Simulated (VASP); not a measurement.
Runs of VASP 6.6.1 on SnO (Romarchite). Symmetry: P4/nmm, No. 129, tetragonal system. The conventional cell has a = 3.799 Å, b = 3.799 Å, c = 4.841 Å, α = 90.00°, β = 90.00°, γ = 90.00°. Sn (site symmetry 4mm) is surrounded by 4 O at 2.22 Å. Around O (site symmetry -4m2) lie 4 Sn at 2.22 Å. 

| level | potentials or basis | gap on the mesh (eV) | pressure (GPa) | relaxed volume (Å³/atom) |
| --- | --- | --- | --- | --- |
| rev-vdW-DF2 | VASP PAW PBE potentials, release 64 (Sn_d, O) | 0.24 | -0.1 | 17.96 |
| PBEsol | VASP PAW PBE potentials, release 64 (Sn_d, O) | none | 0.0 | (a) |
| LDA | VASP PAW LDA potentials, release 64 (Sn_d, O) | none | 0.0 | 16.45 |
| PBE+D3(BJ) | VASP PAW PBE potentials, release 64 (Sn_d, O) | none | 0.0 | (b) |
| PBE | VASP PAW PBE potentials, release 64 (Sn_d, O) | 0.44 | 0.0 | 18.82 |

Alike in all rows: task relaxation of cell and atoms; no spin polarisation; cell relaxed; k mesh 8 × 8 × 6; cutoff (eV) 600; smearing gaussian 0.03 eV.

Task: Estimate the missing entries.

Result: (a) 17.10; (b) 17.39.

Caveats: the PAW data sets were made with another functional, which shifts forces and pressure a little (some runs); spin-orbit coupling is left out, which moves the levels of the heavy elements (some runs); pairwise dispersion overbinds metals, which lowers pressure and volume (some runs).

A k mesh can miss the band edges, and the runs leave out spin-orbit coupling on Sn.

A gap of «none» marks a metal or a gap under the smearing width.

Not every run made on this cell is shown here.
